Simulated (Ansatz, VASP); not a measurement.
**Ir: VASP beside Ansatz**

Aim: how closely do two programs agree when they are given the same cell, functional and k mesh? The structure shown is the end of the Ansatz relaxation below.

Method: plane waves, with VASP 6.6.1 beside it; single point at PBEsol, in Ansatz 0.2.0.

## (1) Starting point

It takes space group I4/mmm (No. 139, tetragonal). Conventional cell: a = 2.725 Å, b = 2.725 Å, c = 3.754 Å, α = 90.00°, β = 90.00°, γ = 90.00°. Nearest to Ir lie 12 Ir at 2.69 to 2.72 Å.

## (2) Ansatz: relaxation, PBEsol

Ansatz runs on its PAW soft_1 files.

This run makes the geometry at which the two programs are then compared.

input.yaml reads:

```yaml
crystal:
  lattice:
    - [2.722210335, 0.0, 0.0]
    - [0.0, 2.722210335, 0.0]
    - [0.0, 0.0, 3.75402132]
  atoms:
    - { symbol: Ir, position: [0.0, 0.0, 0.0] }
    - { symbol: Ir, position: [0.5, 0.5, 0.5] }
kpoints:
  mp_grid: { grid: [16, 16, 11] }
scf:
  occupations: { method: fermi_dirac, width: 0.05 }
hamiltonian:
  xc: pbesol
  pseudopotentials: { kind: paw, azcp: { folder: soft_1 }, xc_functional: pbe }
basis:
  ecutwfc: 600
output:
  forces: true
  stress: true
relax:
  f_tol: 0.005
  max_steps: 70
  cell: { stress_tol: 0.02, p_target: 0, fix: [c, alpha, beta, gamma] }
```

Launch:

```
> ansatz run input.yaml --threads 4 --pin off --max-ram 10240MiB --backend cpu --events-out ev --progress --plain --runs-dir out
```

Numbers of over 12 decimals in the logs are rounded to 6 here.

What it wrote:

```text
Engine: ansatz 0.2.0, x86_64-unknown-linux-gnu
Pseudopotentials: kind: paw
Pseudopotential: Ir, paw, valence charge 17, recommended cutoff 420 eV (normal), soft_1/Ir.paw.azcp
Functional definition: PBEsol
  exchange = pbesol_x
  correlation = pbesol_c
Crystal: 2 atoms, lattice volume = 27.819 Å³
Basis set: ecut = 600 eV, 935 PW (Γ), exchange–correlation on 48×48×60 points (8 copies of the dense FFT grid, shifted against one another)
Bands: 21, of which v1, the nominal top of the filled ones, is band 17 counted from 1 (16 counted from 0)
Symmetry: 32 space group operations
Space group: I4/mmm (ITA 139), of the structure as read, at distance tolerance 3.0e-5 Å
k-points: 270 of 2816
Non-local potential: Ir, projectors of the file, l = 0: 3, l = 1: 2, l = 2: 2, l = 3: 1
PAW form: soft (Blöchl's): semilocal exchange-correlation on the pseudo side does not see the compensation charge
PAW frozen core: Ir, regenerated for the run's functional, and the local potential with it (the file was generated under x = pbe(κ = 0.804, μ = 0.219515), c = pbe(β = 0.066725))
PAW one-centre angular grid: Ir, 590 points (default); XC on 64 Gauss nodes
Initial density: superposition of atomic densities (chi_scale 0.1, normalization cell)
Initial wavefunctions: pseudopotential atomic-orbital guess
Functional: x = pbesol(κ = 0.804, μ = 0.123457), c = pbesol(β = 0.046)
SCF iter   1: F=—  HF=-23601.084028 eV  |F-HF|=—  |Δ(HF+E_count)|=         —  Δρ=5.28e-2  dr2=5.82e-1  ethr=3.10e-3  ⟨swp⟩=5.2  Hψ=23120  notcnv=0
preconditioner: auto → none  [metal: Δε(μ)=0.005 eV  Ē_g=8.320 eV  σ=0.050 eV  W_gap=0.02  n_scr=6 (ndim 8)  ℏωp=29.9 eV  f_vac=0.000  D(μ)=1.97/eV (n_scr^D=20)  sad-step TF]
SCF iter   2: F=—  HF=-23600.940408 eV  |F-HF|=—  |Δ(HF+E_count)|=   1.44e-1  Δρ=2.99e-2  dr2=1.87e-1  ethr=1.71e-3  ⟨swp⟩=2.0  Hψ=8787  notcnv=0  defer=8
SCF iter   3: F=—  HF=-23600.875905 eV  |F-HF|=—  |Δ(HF+E_count)|=   6.45e-2  Δρ=1.82e-3  dr2=3.16e-4  ethr=5.51e-4  ⟨swp⟩=2.0  Hψ=9045  notcnv=0  defer=8
SCF iter   4: F=—  HF=-23600.876192 eV  |F-HF|=—  |Δ(HF+E_count)|=   2.87e-4  Δρ=1.37e-4  dr2=2.63e-6  ethr=9.30e-7  ⟨swp⟩=2.2  Hψ=9138  notcnv=0  defer=8
SCF iter   5: F=—  HF=-23600.876181 eV  |F-HF|=—  |Δ(HF+E_count)|=   1.09e-5  Δρ=2.60e-5  dr2=6.26e-8  ethr=7.72e-9  ⟨swp⟩=2.5  Hψ=9547  notcnv=0  defer=8
SCF iter   6: F=-23600.876181 eV  HF=-23600.876181 eV  |F-HF|=2.21e-9  |Δ(HF+E_count)|=   1.34e-8  Δρ=5.87e-6  dr2=3.70e-9  ethr=1.84e-10  ⟨swp⟩=2.1  Hψ=21474  notcnv=0
SCF 1 converged in 6 iterations: F = -23600.876181 eV  dr2 = 3.70e-9
  greatest PAW one-centre occupation: 1.000 electrons in one spin orbital (limit 2), on the Ir atom at site 1 (counted from 0), in its partial waves of l = 0
relax step   1: F+E_penalty+E_count = -23600.87618103 eV  Δ(F+E_penalty+E_count) = +0.000e0 eV  max|allowed force component| = 1.282e-30 eV/Å  Δτ_max = 0.0000 Å  P = +4.106 GPa  Ω = 27.819 Å³  fix = [c, alpha, beta, gamma]  reactions: c +10.527 GPa  (6 SCF iters, dr2 threshold 1.00e-7 eV, accepted)
[...]
relax step   2: F+E_penalty+E_count = -23600.87585763 eV  Δ(F+E_penalty+E_count) = +3.234e-4 eV  max|allowed force component| = 1.085e-30 eV/Å  Δτ_max = 0.0000 Å  P = +1.962 GPa  Ω = 27.970 Å³  energy of the carried Pulay correction = -9.814e-6 eV  fix = [c, alpha, beta, gamma]  (6 SCF iters, dr2 threshold 2.00e-7 eV, rejected (line search))
[...]
relax step   3: F+E_penalty+E_count = -23600.87633048 eV  Δ(F+E_penalty+E_count) = -1.495e-4 eV  max|allowed force component| = 3.826e-29 eV/Å  Δτ_max = 0.0000 Å  P = +3.313 GPa  Ω = 27.874 Å³  energy of the carried Pulay correction = -3.597e-6 eV  fix = [c, alpha, beta, gamma]  reactions: c +9.955 GPa  (6 SCF iters, accepted)
[...]
relax step   4: F+E_penalty+E_count = -23600.87633398 eV  Δ(F+E_penalty+E_count) = -3.494e-6 eV  max|allowed force component| = 2.682e-29 eV/Å  Δτ_max = 0.0000 Å  P = +3.313 GPa  Ω = 27.874 Å³  fix = [c, alpha, beta, gamma]  reactions: c +9.955 GPa  stress off target by 7.55e-3 GPa on what of the cell is left free  SCF on the basis re-selected at this cell (its energy is not comparable with the rows above)  (7 SCF iters)
basis re-selected at this cell: Δ(F+E_penalty+E_count) = -3.494e-6 eV, ΔP = -0.000 GPa vs the last step (what re-selecting the basis moved, of the pressure what is left beyond the Pulay correction that the steps carried, after the strain that the cell walked since its last selection, with what the two solves' SCF thresholds leave and, on support functions, any second-order correction that the steps lacked; it is no m [...]
SCF converged after 7 iterations
Free energy (F): -23600.876334 eV
Harris-Foulkes:  -23600.876334 eV  (|F-HF|=0.00e0)
Internal energy: -23600.860442 eV  (E = F + TS)
E sigma→0 (E₀):  -23600.868388 eV
Entropy (-TS):   -0.015892 eV (-7.946 meV/atom)
Fermi energy:    26.113097 eV
--- Per-component energies (eV) ---
  E_band       = -157.675860
  E_kinetic    = 1081.832411
  E_local      = -2165.738832  (includes V_loc(G=0)·N_el)
  E_nonlocal   = 386.100441
  E_hartree    = 809.943104
  E_xc         = -459.050705
  E_vxc        = -514.057655  (∫ρ·V_xc dr)
  E_paw        = -18259.950418  (= ΣΔE_a)
  E_vpaw       = -565.698669  (= ΣTr[D̂ρ^β])
  E_aug_tail   = 0.000234  (compensation charges beyond the density's cutoff)
  E_ewald      = -4994.527373
  E_core_change = 0.530696  (= ΣΔE_core)
  E_smearing   = -0.015892  (= −TS)
  E_closure    = -0.000000  (closes the sum)
  Σ components = -23600.876334   (vs F -23600.876334, Δ=0.00e0)
--- Forces (eV/Å), atoms counted from 1 ---
  atom   1  Ir    -0.00000000    -0.00000000    -0.00000000
  atom   2  Ir     0.00000000    -0.00000000     0.00000000
  max |Σ_I F_I| component: 2.33e-29 eV/Å
--- Stress (GPa, compression-positive) ---
       -0.007546       0.000000       0.000000
        0.000000      -0.007546      -0.000000
        0.000000      -0.000000       9.955029
  P = ⅓ Tr σ = 3.3133 GPa (33.133 kbar)
--- Relaxed structure (3 steps of the walk, 2 accepted, 1 SCFs on fresh bases) ---
  F+E_penalty+E_count = -23600.87633398 eV   max|allowed force component| = 2.682e-29 eV/Å   (the final SCF, on the basis selected at the relaxed cell)
  cell:  # Å, volume = 27.8742 Å³
    - [2.724916, 0, 0]
    - [0, 2.724916, 0]
    - [0, 0, 3.75402132]
  atoms:
    - { symbol: Ir, position: [0.0, 0.0, 0.0] }
    - { symbol: Ir, position: [0.500000, 0.500000, 0.500000] }
```

## (3) VASP: single point, PBEsol, pair 1

The same cell, functional, mesh and smearing now go to VASP, with its own data sets.

Lines of VASP's logs that name or quote its potential files are left out, and so is its time.

INCAR reads:

```
SYSTEM = Ir
PREC = Accurate
ENCUT = 500
EDIFF = 1E-06
NELM = 120
ISMEAR = -1
SIGMA = 0.05
LREAL = .FALSE.
ALGO = Normal
GGA = PS
NBANDS = 15
LASPH = .TRUE.
LORBIT = 11
LWAVE = .FALSE.
LCHARG = .FALSE.
ISIF = 2
GGA_COMPAT = .FALSE.
KPAR = 2
```

POSCAR reads:

```
Ir
1.0
    2.7249158606      0.0000000000      0.0000000000
    0.0000000000      2.7249158606      0.0000000000
    0.0000000000      0.0000000000      3.7540213200
Ir
2
Direct
    0.0000000000      0.0000000000      0.0000000000
    0.5000000000      0.5000000000      0.5000000000
```

KPOINTS reads:

```
Automatic mesh
0
Gamma
16 16 11
0 0 0
```

The projector-augmented-wave data sets are Ir (PBE family, release 64).

Launch:

```
> mpirun -np 2 vasp_std
```

What it wrote:

```text
[banner, memory and clock lines left out]
running    2 mpi-ranks, on    1 nodes
 distrk:  each k-point on    1 cores,    2 groups
 distr:  one band on    1 cores,    1 groups

 POSCAR found type information on POSCAR Ir
 POSCAR found :  1 types and       2 ions
|                                                                             |
|               ----> ADVICE to this user running VASP <----                  |
|                                                                             |
|     You enforced a specific xc type in the INCAR file but a different       |
|     [... a line on the potential file left out ...]
|     I HOPE YOU KNOW WHAT YOU ARE DOING!                                     |
|                                                                             |

 LDA part: xc-table for (Slater+PW92), standard interpolation
 POSCAR, INCAR and KPOINTS ok, starting setup
 FFT: planning ... GRIDC
 FFT: planning ... GRID_SOFT
 FFT: planning ... GRID
 WAVECAR not read
 entering main loop
       N       E                     dE             d eps       ncg     rms          rms(c)
DAV:   1     0.145749799223E+03    0.14575E+03   -0.81477E+03  8164   0.116E+03
DAV:   2    -0.166942369173E+02   -0.16244E+03   -0.14764E+03  8107   0.327E+02
DAV:   3    -0.208248323487E+02   -0.41306E+01   -0.40505E+01 10683   0.622E+01
DAV:   4    -0.208703536210E+02   -0.45521E-01   -0.45503E-01  9207   0.566E+00
DAV:   5    -0.208715444225E+02   -0.11908E-02   -0.11908E-02 11208   0.942E-01    0.233E+01
DAV:   6    -0.198293673629E+02    0.10422E+01   -0.13912E+00 10095   0.154E+01    0.928E+00
DAV:   7    -0.196363708723E+02    0.19300E+00   -0.42204E-01 10831   0.796E+00    0.205E+00
DAV:   8    -0.196317549418E+02    0.46159E-02   -0.43574E-03  9129   0.573E-01    0.162E+00
DAV:   9    -0.196222124726E+02    0.95425E-02   -0.61703E-03  9822   0.106E+00    0.315E-02
DAV:  10    -0.196222037244E+02    0.87483E-05   -0.40873E-05 12664   0.674E-02    0.222E-02
DAV:  11    -0.196222022806E+02    0.14437E-05   -0.78488E-06 10361   0.309E-02    0.466E-03
DAV:  12    -0.196222025960E+02   -0.31536E-06   -0.88848E-08  6248   0.339E-03
   1 F= -.19622203E+02 E0= -.19614217E+02  d E =-.159712E-01
```

OUTCAR, selected parts (step 3):

```text
ion  position               nearest neighbor table
   1  0.000  0.000  0.000-   2 2.69   2 2.69   2 2.69   2 2.69   2 2.69   2 2.69   2 2.69   2 2.69

  LATTYP: Found a simple tetragonal cell.
 ALAT       =     2.7249158606
 C/A-ratio  =     1.3776650407

 Subroutine GETGRP returns: Found 16 space group operations
 (whereof 16 operations were pure point group operations)

The static configuration has the point symmetry D_4h.

 Found    270 irreducible k-points:

   k-points           NKPTS =    270   k-points in BZ     NKDIM =    270   number of bands    NBANDS=     15

   dimension x,y,z NGX =    20 NGY =   20 NGZ =   28
   dimension x,y,z NGXF=    40 NGYF=   40 NGZF=   56

   ENCUT  =  500.0 eV  36.75 Ry    6.06 a.u.   4.97  4.97  6.84*2*pi/ulx,y,z

   NELECT =      18.0000    total number of electrons

 k-points in reciprocal lattice and weights: Automatic mesh
   0.00000000  0.00000000  0.00000000       0.000
   0.06250000  0.00000000  0.00000000       0.001
   0.12500000  0.00000000  0.00000000       0.001
   0.18750000  0.00000000  0.00000000       0.001
   0.25000000  0.00000000  0.00000000       0.001
   0.31250000  0.00000000  0.00000000       0.001
   0.37500000  0.00000000  0.00000000       0.001
   0.43750000  0.00000000  0.00000000       0.001
   0.50000000  0.00000000  0.00000000       0.001
[...]
0.50000000  0.43750000  0.45454545       0.003
   0.50000000  0.50000000  0.45454545       0.001

 average (electrostatic) potential at core
       1 -48.3742       2 -48.3742

 E-fermi :  10.5028

 k-point     1 :       0.0000    0.0000    0.0000
  band No.  band energies     occupation
    ...
      4       6.4076      2.00000
      5       6.4076      2.00000
      6       6.7481      2.00000
      7       9.0617      2.00000
      8       9.5209      2.00000
      9      11.3968      0.00000
     10      12.0506      0.00000
     11      12.0506      0.00000
     12      12.5361      0.00000
     13      21.6652      0.00000
    ...

 k-point     2 :       0.0625    0.0000    0.0000
  band No.  band energies     occupation
    ...
      4       6.3439      2.00000
      5       6.4541      2.00000
      6       6.8089      2.00000
      7       8.9968      2.00000
      8       9.5136      2.00000
      9      10.9347      0.00035
     10      11.2291      0.00000
     11      11.9877      0.00000
     12      13.7566      0.00000
     13      20.6681      0.00000
    ...

 k-point     3 :       0.1250    0.0000    0.0000
  band No.  band energies     occupation
    ...
      5       6.5926      2.00000
      6       6.9683      2.00000
      7       8.8184      2.00000
      8       9.5137      2.00000
      9       9.7267      2.00000
     10      10.7864      0.00686
     11      11.8027      0.00000
     12      15.2779      0.00000
     13      19.3450      0.00000
     14      22.8585      0.00000
    ...

  Total        0.1961475      0.1961475      1.9263931      0.0000000      0.0000000      0.0000000
  in kB       11.2743244     11.2743244    110.7267567      0.0000000      0.0000000      0.0000000
  external PRESSURE =      44.4251352 kB  Pullay stress =       0.0000000 kB

  energy-cutoff  :      500.00
  volume of cell :       27.87
      direct lattice vectors                 reciprocal lattice vectors
     2.724915861  0.000000000  0.000000000     0.366983808  0.000000000  0.000000000
     0.000000000  2.724915861  0.000000000     0.000000000  0.366983808  0.000000000
     0.000000000  0.000000000  3.754021320     0.000000000  0.000000000  0.266381012

 POSITION                                       TOTAL-FORCE (eV/Angst)
 -----------------------------------------------------------------------------------
      0.00000      0.00000      0.00000        -0.000000     -0.000000     -0.000000
      1.36246      1.36246      1.87701         0.000000      0.000000      0.000000
 -----------------------------------------------------------------------------------
    total drift:                               -0.000000      0.000000      0.000000

  FREE ENERGIE OF THE ION-ELECTRON SYSTEM (eV)
  ---------------------------------------------------
  free  energy   TOTEN  =       -19.6222025960 eV

  energy  without entropy=      -19.6062313872  energy(sigma->0) =      -19.61421699

 total charge
# of ion       s       p       d       tot
------------------------------------------
    1        0.680   0.760   6.999   8.439
    2        0.680   0.760   6.999   8.439
--------------------------------------------------
tot          1.360   1.520  13.998  16.878

[... 3 further parts left out ...]
```

The run ends at a pressure of 4.44 GPa.

## (4) Comparison

Known differences besides the potentials themselves: the data sets hold 34 valence electrons in Ansatz (on its PAW soft_1 files) and 18 in VASP; the cutoff is 600 eV in Ansatz and 500 eV in VASP; Ansatz makes its cores anew for this functional, VASP keeps those of its PBE data sets; Ansatz's pressure holds a Pulay correction, VASP's none. Total energies have different zeros and are not compared.

Compared:

```
      quantity  Ansatz  VASP  difference
pressure (GPa)    3.31  4.44       -1.13
```

## (5) Other set-ups

Further runs change the set-up of one program: Ansatz's method, potentials or start, or VASP's data sets, cutoff or form of LDA. The table gives that difference for each run.

```
                             run  pressure (GPa)
                        as above            -1.1
VASP with the data sets Ir_sv_GW             3.1
```

## (6) Ansatz: relaxation, PBEsol

This run makes the geometry at which the two programs are then compared. The cell compared in this pair holds 27.99 Å³, against 27.87 Å³ for the pair before.

The structure compared here is the end of the Ansatz relaxation.

input.yaml, the sections that differ from step 2:

```yaml
crystal:
  lattice:
    - [2.7154386675, 0.0, 0.0]
    - [0.0, 2.7154386675, 0.0]
    - [0.0, 0.0, 3.79232766]
  atoms:
    - { symbol: Ir, position: [0.0, 0.0, 0.0] }
    - { symbol: Ir, position: [0.5, 0.5, 0.5] }
output:
  forces: true
  stress: true
  write_density: true
  write_potential: true
  elf: true
  volumetric_format: npy
# kpoints, scf, hamiltonian, basis, relax: as in step 2
```

Launch:

```
> ansatz run input.yaml --threads 4 --pin off --max-ram 10240MiB --backend cpu --events-out ev --progress --plain --runs-dir out
```

What it wrote:

```text
[...]
Crystal: 2 atoms, lattice volume = 27.963 Å³
Basis set: ecut = 600 eV, 927 PW (Γ), exchange–correlation on 48×48×64 points (8 copies of the dense FFT grid, shifted against one another)
Bands: 21, of which v1, the nominal top of the filled ones, is band 17 counted from 1 (16 counted from 0)
Symmetry: 32 space group operations
[...]
k-points: 270 of 2816
[...]
k-point 269: bands = [... 13 lower, 21.4593, 24.2505, 24.2505, 27.4280, 27.4280, 34.0366, 34.0366, 34.5381]
--- Relaxed structure (3 steps of the walk, 2 accepted, 1 SCFs on fresh bases) ---
[...]
cell:  # Å, volume = 27.9859 Å³
    - [2.716546, 0, 0.0]
    - [0, 2.716546, 0.0]
    - [0.0, 0.0, 3.79232766]
  atoms:
    - { symbol: Ir, position: [0.0, 0.0, 0.0] }
    - { symbol: Ir, position: [0.500000, 0.500000, 0.5] }
[key lines of the parts left out:]
SCF converged after 9 iterations
Free energy (F): -23600.889366 eV
Fermi energy:    25.982394 eV
P = ⅓ Tr σ = 1.6002 GPa (16.002 kbar)
```

## (7) VASP: single point, PBEsol, pair 2

The same cell, functional, mesh and smearing now go to VASP, with its own data sets.

INCAR is that of step 3.

POSCAR reads:

```
Ir
1.0
    2.7165460174      0.0000000000      0.0000000000
    0.0000000000      2.7165460174      0.0000000000
    0.0000000000      0.0000000000      3.7923276600
Ir
2
Direct
    0.0000000000      0.0000000000      0.0000000000
    0.5000000000      0.5000000000      0.5000000000
```

KPOINTS is that of step 3.

Launch:

```
> mpirun -np 2 vasp_std
```

What it wrote:

```text
[banner, memory and clock lines left out]
running    2 mpi-ranks, on    1 nodes
[...]
[... a notice as in an earlier step ...]

 LDA part: xc-table for (Slater+PW92), standard interpolation
 POSCAR, INCAR and KPOINTS ok, starting setup
[...]
entering main loop
       N       E                     dE             d eps       ncg     rms          rms(c)
DAV:   1     0.145004138433E+03    0.14500E+03   -0.81409E+03  8204   0.115E+03
DAV:   2    -0.167810436617E+02   -0.16179E+03   -0.14703E+03  8128   0.327E+02
DAV:   3    -0.208459144572E+02   -0.40649E+01   -0.39836E+01 10830   0.616E+01
DAV:   4    -0.208905226647E+02   -0.44608E-01   -0.44586E-01  9235   0.558E+00
[...]
DAV:  10    -0.196360588764E+02    0.66562E-05   -0.38399E-05 12702   0.642E-02    0.214E-02
DAV:  11    -0.196360578018E+02    0.10746E-05   -0.71694E-06 10109   0.292E-02    0.455E-03
DAV:  12    -0.196360581094E+02   -0.30758E-06   -0.88346E-08  6276   0.341E-03
   1 F= -.19636058E+02 E0= -.19627992E+02  d E =-.161318E-01
```

(Continued in part 2 of 2.)

[Lines on the potential files, build, host, timing and source positions are cut from VASP's logs without a mark.]

[Logs are printed without paths, hosts, clocks, repeated set-up lines and the standing remarks that a program may print on its own settings, such as how far it seeks lower states.]

[Hosts, paths, dates, database ids (printed as entryN), source tags and the programs' standing remarks are cut or masked in the printed files.]
